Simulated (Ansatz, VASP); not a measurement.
# Cross-check of Ag2IBr between VASP and Ansatz, part 2 of 2

Wanted: the spread between two codes on one cell, functional and k mesh. The cell is taken from a series of runs on this material, whose earlier steps may have relaxed, scaled, displaced or heated it; both programs get it as it stands.

VASP 6.6.1 and Ansatz 0.2.0.

So far: Set-up; Ansatz: dielectric response, PBE.

The structure was built from a prototype and need not be the compound's stable phase.

**3. VASP: dielectric response, PBE**

Level of this step: PBE; plane waves and PAW (I, Ag, Br) (VASP).

The same cell, functional and mesh now go to VASP, with its own data sets.

Lines of VASP's logs that name or quote its potential files are left out, and so is its time.

The input, INCAR:

```
SYSTEM = Ag2IBr
PREC = Accurate
ENCUT = 400
EDIFF = 1E-08
NELM = 120
ISMEAR = 0
SIGMA = 0.01
LREAL = .FALSE.
ALGO = Normal
GGA = PE
NBANDS = 24
LASPH = .TRUE.
LORBIT = 11
LWAVE = .FALSE.
LCHARG = .FALSE.
ISIF = 2
LEPSILON = .TRUE.
GGA_COMPAT = .FALSE.
EFERMI = MIDGAP
KPAR = 2
```

The input, POSCAR:

```
Ag2IBr
1.0
    4.2764558239      0.0000000000      0.0433805335
    0.0000000000      4.2789642633      0.0000000000
   -0.0601873055      0.0000000000      5.9367543962
I Ag Br
1 2 1
Direct
    0.7489915793      0.7500000000      0.2500052593
    0.2491011036      0.2500000000      0.2499978323
    0.7521607860      0.7500000000      0.7500008509
    0.2497465311      0.2500000000      0.7499960576
```

The input, KPOINTS:

```
Automatic mesh
0
Gamma
5 5 4
0 0 0
```

Potentials, in the order of the species: I, Ag and Br (PBE family, release 64).

Launch:

```bash
mpirun -np 2 vasp_std
```

Numbers of over 12 decimals in the logs are rounded to 6 here.

The log of the run:

```text
[banner, memory and clock lines left out]
running    2 mpi-ranks, on    1 nodes
 distrk:  each k-point on    1 cores,    2 groups
 distr:  one band on    1 cores,    1 groups

 POSCAR found type information on POSCAR I AgBr
 POSCAR found :  3 types and       4 ions
 LDA part: xc-table for (Slater+PW92), standard interpolation
 POSCAR, INCAR and KPOINTS ok, starting setup
 FFT: planning ... GRIDC
 FFT: planning ... GRID_SOFT
 FFT: planning ... GRID
 WAVECAR not read
 entering main loop
       N       E                     dE             d eps       ncg     rms          rms(c)
DAV:   1     0.185260659952E+03    0.18526E+03   -0.14383E+04  1584   0.108E+03
DAV:   2    -0.116337562284E+01   -0.18642E+03   -0.17933E+03  1832   0.238E+02
DAV:   3    -0.974364271765E+01   -0.85803E+01   -0.85448E+01  1920   0.520E+01
DAV:   4    -0.984375130157E+01   -0.10011E+00   -0.10009E+00  2112   0.600E+00
DAV:   5    -0.984431964118E+01   -0.56834E-03   -0.56824E-03  1976   0.433E-01    0.709E+00
DAV:   6    -0.958479782671E+01    0.25952E+00   -0.62792E-01  1896   0.877E+00    0.494E+00
DAV:   7    -0.958371540520E+01    0.10824E-02   -0.25893E-01  1816   0.278E+00    0.193E+00
DAV:   8    -0.958254252288E+01    0.11729E-02   -0.23781E-02  1824   0.148E+00    0.411E-01
DAV:   9    -0.958244447676E+01    0.98046E-04   -0.38919E-03  1912   0.619E-01    0.546E-02
DAV:  10    -0.958249113100E+01   -0.46654E-04   -0.16506E-04  1816   0.108E-01    0.384E-02
DAV:  11    -0.958252235543E+01   -0.31224E-04   -0.69010E-05  1896   0.658E-02    0.141E-02
DAV:  12    -0.958252140387E+01    0.95156E-06   -0.69120E-06  1968   0.250E-02    0.123E-02
DAV:  13    -0.958252147513E+01   -0.71260E-07   -0.10160E-06  1888   0.101E-02    0.804E-03
DAV:  14    -0.958252104430E+01    0.43084E-06   -0.16567E-06  2000   0.131E-02    0.188E-03
DAV:  15    -0.958252107548E+01   -0.31183E-07   -0.33429E-07  1888   0.304E-03    0.283E-03
DAV:  16    -0.958252109892E+01   -0.23439E-07   -0.13122E-08  1360   0.743E-04    0.618E-04
DAV:  17    -0.958252108654E+01    0.12376E-07   -0.22382E-08  1592   0.122E-03    0.105E-03
DAV:  18    -0.958252107329E+01    0.13248E-07   -0.40573E-09  1128   0.416E-04    0.128E-04
DAV:  19    -0.958252107100E+01    0.22910E-08   -0.18483E-09  1056   0.180E-04
   1 F= -.95825211E+01 E0= -.95825211E+01  d E =0.000000E+00
 Linear response reoptimize wavefunctions to high precision
DAV:   1    -0.958252107450E+01   -0.34920E-08   -0.50297E-10  1040   0.126E-04
DAV:   2    -0.958252107453E+01   -0.32742E-10   -0.68085E-11   960   0.428E-05
 Linear response G [H, r] |phi>, progress :
  Direction:   1
       N       E                     dE             d eps       ncg     rms
RMM:   1    -0.169220171365E+03   -0.16922E+03   -0.53703E+01  3422   0.823E+01
RMM:   2    -0.154162188288E+03    0.15058E+02   -0.80454E+00  2556   0.151E+01
RMM:   3    -0.154246610944E+03   -0.84423E-01   -0.14416E-01  2637   0.196E+00
RMM:   4    -0.154249343806E+03   -0.27329E-02   -0.66602E-03  2762   0.269E-01
RMM:   5    -0.154249703985E+03   -0.36018E-03   -0.70166E-03  2816   0.554E-02
RMM:   6    -0.154249430064E+03    0.27392E-03    0.10177E-02  2895   0.138E-02
RMM:   7    -0.154249630424E+03   -0.20036E-03    0.61883E-03  2903   0.632E-03
RMM:   8    -0.154249290976E+03    0.33945E-03   -0.12691E-02  2694   0.470E-03
RMM:   9    -0.154249461885E+03   -0.17091E-03    0.48366E-03  2171   0.438E-03
RMM:  10    -0.154249255808E+03    0.20608E-03   -0.13979E-02  1750   0.430E-03
RMM:  11    -0.154249477231E+03   -0.22142E-03    0.54667E-05  1590   0.429E-03
 Linear response G [H, r] |phi>, progress :
  Direction:   2
       N       E                     dE             d eps       ncg     rms
RMM:   1    -0.168708030617E+03   -0.16871E+03   -0.48573E+01  3434   0.823E+01
RMM:   2    -0.154217800926E+03    0.14490E+02   -0.79376E+00  2554   0.151E+01
RMM:   3    -0.154306062864E+03   -0.88262E-01   -0.13907E-01  2631   0.196E+00
RMM:   4    -0.154309995990E+03   -0.39331E-02   -0.14829E-02  2736   0.267E-01
RMM:   5    -0.154309471673E+03    0.52432E-03   -0.63782E-03  2798   0.536E-02
RMM:   6    -0.154309208471E+03    0.26320E-03   -0.34162E-03  2878   0.124E-02
RMM:   7    -0.154309240711E+03   -0.32240E-04    0.41847E-03  2886   0.509E-03
RMM:   8    -0.154309230054E+03    0.10656E-04   -0.11964E-02  2621   0.346E-03
RMM:   9    -0.154309113494E+03    0.11656E-03    0.73621E-03  2091   0.315E-03
RMM:  10    -0.154309259462E+03   -0.14597E-03   -0.74631E-03  1672   0.310E-03
RMM:  11    -0.154309092185E+03    0.16728E-03    0.67701E-03  1533   0.306E-03
RMM:  12    -0.154309363771E+03   -0.27159E-03   -0.71581E-03  1513   0.307E-03
 Linear response G [H, r] |phi>, progress :
  Direction:   3
       N       E                     dE             d eps       ncg     rms
RMM:   1    -0.159545999679E+03   -0.15955E+03    0.49874E+01  3383   0.818E+01
RMM:   2    -0.153629831830E+03    0.59162E+01   -0.87263E+00  2558   0.147E+01
RMM:   3    -0.153646616032E+03   -0.16784E-01   -0.14616E-01  2624   0.191E+00
RMM:   4    -0.153648187743E+03   -0.15717E-02   -0.11959E-03  2701   0.255E-01
RMM:   5    -0.153648338633E+03   -0.15089E-03    0.16336E-04  2809   0.496E-02
RMM:   6    -0.153648365703E+03   -0.27070E-04    0.16252E-05  2875   0.951E-03
RMM:   7    -0.153648368747E+03   -0.30437E-05   -0.22824E-05  2885   0.262E-03
[...]
RMM:   2    -0.182073238471E+01   -0.87085E-01   -0.47053E-02  2582   0.735E-01
RMM:   3    -0.182183293685E+01   -0.11006E-02   -0.12765E-03  2631   0.111E-01
RMM:   4    -0.182187008718E+01   -0.37150E-04   -0.62172E-05  2686   0.181E-02
RMM:   5    -0.182187173944E+01   -0.16523E-05   -0.53059E-06  2694   0.386E-03
RMM:   6    -0.182187185784E+01   -0.11839E-06   -0.17850E-06  2361   0.761E-04
RMM:   7    -0.182187183280E+01    0.25041E-07   -0.12501E-06  1850   0.194E-04
RMM:   8    -0.182187183345E+01   -0.65309E-09   -0.13366E-06  1313   0.727E-05
RMM:   9    -0.182187185870E+01   -0.25249E-07   -0.18210E-06  1157   0.559E-05
RMM:  10    -0.182187187493E+01   -0.16229E-07   -0.16750E-06  1126   0.536E-05
RMM:  11    -0.182187181312E+01    0.61812E-07   -0.11265E-06  1049   0.532E-05
RMM:  12    -0.182187182464E+01   -0.11524E-07   -0.12553E-06   964   0.531E-05
 change of polarisation eV/A/(eV/A) component  2 :     0.133     3.644     0.073
 dielectric tensor                  component  2 :     0.222     7.069     0.121
 Linear response to external field (no local field effect), progress :
  Direction:   3
       N       E                     dE             d eps       ncg     rms          rms(c)
RMM:   1    -0.170149284218E+01   -0.17015E+01   -0.74877E+00  2960   0.417E+00
RMM:   2    -0.179433353454E+01   -0.92841E-01   -0.50040E-02  2556   0.717E-01
RMM:   3    -0.179586253042E+01   -0.15290E-02   -0.13260E-03  2615   0.107E-01
RMM:   4    -0.179590750736E+01   -0.44977E-04   -0.59366E-05  2669   0.178E-02
RMM:   5    -0.179590913501E+01   -0.16277E-05   -0.26493E-06  2706   0.368E-03
RMM:   6    -0.179590922121E+01   -0.86193E-07   -0.21210E-07  2348   0.716E-04
RMM:   7    -0.179590922050E+01    0.70448E-09   -0.45019E-08  1761   0.169E-04
 change of polarisation eV/A/(eV/A) component  3 :     0.001     0.073     3.592
 dielectric tensor                  component  3 :     0.001     0.121     6.982
 Linear response to external field, progress :
  Direction:   1
       N       E                     dE             d eps       ncg     rms          rms(c)
RMM:   1    -0.173307293812E+01   -0.17331E+01   -0.77737E+00  2928   0.418E+00
RMM:   2    -0.182033726816E+01   -0.87264E-01   -0.47016E-02  2587   0.732E-01    0.207E+00
RMM:   3    -0.176524261796E+01    0.55095E-01   -0.81574E-02  2567   0.112E+00    0.110E+00
RMM:   4    -0.181038818262E+01   -0.45146E-01   -0.72918E-02  2572   0.111E+00    0.229E-01
RMM:   5    -0.184103902321E+01   -0.30651E-01   -0.20722E-03  2645   0.258E-01    0.291E-02
RMM:   6    -0.184232075755E+01   -0.12817E-02   -0.66596E-05  2630   0.419E-02    0.144E-02
RMM:   7    -0.184343957668E+01   -0.11188E-02   -0.11475E-05  2659   0.193E-02    0.518E-03
RMM:   8    -0.184363389363E+01   -0.19432E-03   -0.10957E-06  2669   0.530E-03    0.131E-03
RMM:   9    -0.184373687939E+01   -0.10299E-03   -0.31706E-07  2716   0.243E-03    0.482E-04
RMM:  10    -0.184374186342E+01   -0.49840E-05   -0.19183E-07  2712   0.387E-04    0.235E-04
RMM:  11    -0.184374273831E+01   -0.87489E-06   -0.10362E-06  2211   0.186E-04    0.401E-05
RMM:  12    -0.184374435270E+01   -0.16144E-05   -0.15371E-07  1420   0.511E-05    0.198E-05
RMM:  13    -0.184374416906E+01    0.18365E-06   -0.19363E-07  1238   0.492E-05    0.738E-06
 change of polarisation eV/A/(eV/A) component  1 :     3.469     0.128     0.001
 dielectric tensor                  component  1 :     6.778     0.213     0.001
 Linear response to external field, progress :
  Direction:   2
       N       E                     dE             d eps       ncg     rms          rms(c)
RMM:   1    -0.173364786718E+01   -0.17336E+01   -0.77779E+00  4543   0.418E+00
RMM:   2    -0.182072310958E+01   -0.87075E-01   -0.47052E-02  4005   0.732E-01    0.207E+00
RMM:   3    -0.176556990286E+01    0.55153E-01   -0.81598E-02  3972   0.112E+00    0.110E+00
RMM:   4    -0.181068045863E+01   -0.45111E-01   -0.72806E-02  3977   0.111E+00    0.229E-01
RMM:   5    -0.184138951726E+01   -0.30709E-01   -0.20789E-03  4088   0.259E-01    0.290E-02
RMM:   6    -0.184264118969E+01   -0.12517E-02   -0.67143E-05  4080   0.423E-02    0.141E-02
RMM:   7    -0.184375666072E+01   -0.11155E-02   -0.11253E-05  4125   0.189E-02    0.520E-03
RMM:   8    -0.184394879874E+01   -0.19214E-03   -0.98916E-07  4121   0.531E-03    0.126E-03
RMM:   9    -0.184404948784E+01   -0.10069E-03   -0.21794E-08  4188   0.236E-03    0.487E-04
RMM:  10    -0.184405409609E+01   -0.46082E-05    0.41278E-07  4203   0.406E-04    0.195E-04
RMM:  11    -0.184405465839E+01   -0.56231E-06   -0.29994E-07  3406   0.168E-04    0.471E-05
RMM:  12    -0.184405590208E+01   -0.12437E-05   -0.32848E-08  2070   0.480E-05    0.135E-05
RMM:  13    -0.184405574882E+01    0.15326E-06   -0.25570E-09  1711   0.455E-05    0.400E-06
 change of polarisation eV/A/(eV/A) component  2 :     0.000     3.470    -0.000
 dielectric tensor                  component  2 :     0.000     6.779    -0.000
 Linear response to external field, progress :
  Direction:   3
       N       E                     dE             d eps       ncg     rms          rms(c)
RMM:   1    -0.170149284218E+01   -0.17015E+01   -0.74877E+00  2960   0.417E+00
RMM:   2    -0.179433353000E+01   -0.92841E-01   -0.50040E-02  2556   0.717E-01    0.208E+00
RMM:   3    -0.173684142727E+01    0.57492E-01   -0.87664E-02  2527   0.114E+00    0.110E+00
RMM:   4    -0.177633958353E+01   -0.39498E-01   -0.69008E-02  2575   0.107E+00    0.238E-01
RMM:   5    -0.180479420883E+01   -0.28455E-01   -0.20977E-03  2640   0.257E-01    0.367E-02
RMM:   6    -0.180806951324E+01   -0.32753E-02   -0.14217E-04  2666   0.573E-02    0.124E-02
RMM:   7    -0.180886274666E+01   -0.79323E-03   -0.70513E-06  2701   0.144E-02    0.695E-03
RMM:   8    -0.180930359363E+01   -0.44085E-03   -0.34086E-06  2644   0.952E-03    0.106E-03
RMM:   9    -0.180940691010E+01   -0.10332E-03   -0.52613E-07  2746   0.209E-03    0.761E-04
RMM:  10    -0.180941280559E+01   -0.58955E-05   -0.56264E-07  2713   0.697E-04    0.412E-04
RMM:  11    -0.180941479681E+01   -0.19912E-05   -0.65223E-07  2454   0.320E-04    0.520E-05
RMM:  12    -0.180941400394E+01    0.79286E-06   -0.43706E-07  1840   0.776E-05    0.113E-05
RMM:  13    -0.180941374876E+01    0.25518E-06   -0.67885E-09  1204   0.481E-05    0.557E-06
 change of polarisation eV/A/(eV/A) component  3 :     0.001     0.069     3.414
 dielectric tensor                  component  3 :     0.001     0.115     6.686
 Born effective charges drift removed
```

OUTCAR, selected parts (step 3):

```text
ion  position               nearest neighbor table
   1  0.749  0.750  0.250-   3 2.97   3 2.97   2 3.02   2 3.02   2 3.03   2 3.03
   2  0.249  0.250  0.250-   4 2.97   4 2.97   1 3.02   1 3.02   1 3.03   1 3.03
   3  0.752  0.750  0.750-   1 2.97   1 2.97   4 3.02   4 3.02   4 3.03   4 3.03
   4  0.250  0.250  0.750-   2 2.97   2 2.97   3 3.02   3 3.02   3 3.03   3 3.03

  LATTYP: Found a simple orthorhombic cell.
 ALAT       =     4.2766758451
 B/A-ratio  =     1.0005350927
 C/A-ratio  =     1.3882416380

 Subroutine GETGRP returns: Found  2 space group operations
 (whereof  1 operations were pure point group operations)

The static configuration has the point symmetry C_1 .
 The point group associated with its full space group is C_1h.

 Found     33 irreducible k-points:

   k-points           NKPTS =     33   k-points in BZ     NKDIM =     33   number of bands    NBANDS=     24

   dimension x,y,z NGX =    28 NGY =   28 NGZ =   40
   dimension x,y,z NGXF=    56 NGYF=   56 NGZF=   80

   ENCUT  =  400.0 eV  29.40 Ry    5.42 a.u.   6.97  6.98  9.68*2*pi/ulx,y,z

   NELECT =      36.0000    total number of electrons

 k-points in reciprocal lattice and weights: Automatic mesh
   0.00000000  0.00000000  0.00000000       0.010
   0.20000000  0.00000000 -0.00000000       0.020
   0.40000000  0.00000000 -0.00000000       0.020
   0.00000000  0.20000000  0.00000000       0.020
   0.20000000  0.20000000 -0.00000000       0.040
   0.40000000  0.20000000 -0.00000000       0.040
   0.00000000  0.40000000  0.00000000       0.020
   0.20000000  0.40000000 -0.00000000       0.040
   0.40000000  0.40000000 -0.00000000       0.040
[...]
0.20000000  0.40000000  0.50000000       0.040
   0.40000000  0.40000000  0.50000000       0.040

 average (electrostatic) potential at core
       1 -91.9681       2 -73.7578       3 -73.6145       4 -61.3889

  Total       -0.1337560     -0.1404717     -0.1433079      0.0000000      0.0000000      0.0000601
  in kB       -1.9724568     -2.0714905     -2.1133150      0.0000000      0.0000000      0.0008864
  external PRESSURE =      -2.0524208 kB  Pullay stress =       0.0000000 kB

  energy-cutoff  :      400.00
  volume of cell :      108.65
      direct lattice vectors                 reciprocal lattice vectors
     4.276455824  0.000000000  0.043380533     0.233814451  0.000000000  0.002370430
     0.000000000  4.278964263  0.000000000     0.000000000  0.233701414  0.000000000
    -0.060187306  0.000000000  5.936754396    -0.001708509  0.000000000  0.168424884

 POSITION                                       TOTAL-FORCE (eV/Angst)
 -----------------------------------------------------------------------------------
      3.18798      3.20922      1.51671         0.000413      0.000000     -0.000110
      1.05022      1.06974      1.49498         0.000358      0.000000     -0.000009
      3.17144      3.20922      4.48520        -0.000779      0.000000      0.000042
      1.02289      1.06974      4.46338         0.000008      0.000000      0.000078
 -----------------------------------------------------------------------------------
    total drift:                                0.000160      0.000000      0.000003

 MACROSCOPIC STATIC DIELECTRIC TENSOR (including local field effects in DFT)
 ------------------------------------------------------
           6.777819     0.000000     0.000946
           0.000000     6.778884     0.000000
           0.000934     0.000000     6.685883
 ------------------------------------------------------

 PIEZOELECTRIC TENSOR (including local field effects)  for field in x, y, z        (C/m^2)
          XX          YY          ZZ          XY          YZ          ZX
  --------------------------------------------------------------------------------
  x     0.00091    -0.00255     0.00101     0.00000     0.00000    -0.00015
  y     0.00000     0.00000     0.00000    -0.00215    -0.00008     0.00000
  z     0.00038     0.00024    -0.00040     0.00000     0.00000     0.00075

 BORN EFFECTIVE CHARGES (including local field effects) (in |e|, cummulative output)
 ---------------------------------------------------------------------------------
 ion    1
    1    -1.57955     0.00000    -0.00244
    2     0.00000    -1.57953     0.00000
    3    -0.00247     0.00000    -1.33806
 ion    2
    1     1.67759     0.00000     0.00102
    2     0.00000     1.67777     0.00000
    3     0.00103     0.00000     1.57685
 ion    3
    1     1.59867     0.00000    -0.00001
    2     0.00000     1.59950     0.00000
    3    -0.00001     0.00000     1.60046
 ion    4
    1    -1.69671     0.00000     0.00143
    2     0.00000    -1.69774     0.00000
    3     0.00145     0.00000    -1.83925
```

The dielectric response converges more slowly with the mesh than energies do, so tensor and charges may still move on a finer one.

**4. Comparison**

Known differences besides the potentials themselves: fixed occupations in Ansatz, narrow Gaussian smearing in VASP; VASP's response is taken on the typed mesh, Ansatz refines its own for the field response alone; the data sets hold 62 valence electrons in Ansatz (on its default PAW (the set named soft_2) files) and 36 in VASP; the cutoff is 420 eV in Ansatz and 400 eV in VASP. Total energies have different zeros and are not compared.

Compared:

```csv
quantity,Ansatz,VASP,difference
ε∞ xx,6.57,6.78,-3.05 %
ε∞ yy,6.57,6.78,-3.04 %
ε∞ zz,6.71,6.69,+0.40 %
```

**5. Summary of results**

```json
{
  "difference in ε∞ xx (dielectric response, PBE)": "-3.0 %"
}
```

The difference in ε∞ xx is -3.0 % (dielectric response, PBE), within the 5 % picked in this series as the mark of a large difference. The data sets hold unlike numbers of valence electrons (62 in Ansatz and 36 in VASP), so part of the differences comes from the potentials. 1 further run of this series is not shown here. How closely two codes agree says nothing of how well the functional describes the real material.

[Lines on the potential files, build, host, timing and source positions are cut from VASP's logs without a mark.]

[Logs are printed without paths, hosts, clocks, repeated set-up lines and the standing remarks that a program may print on its own settings, such as how far it seeks lower states.]

[Hosts, paths, dates, database ids (printed as entryN), source tags and the programs' standing remarks are cut or masked in the printed files.]
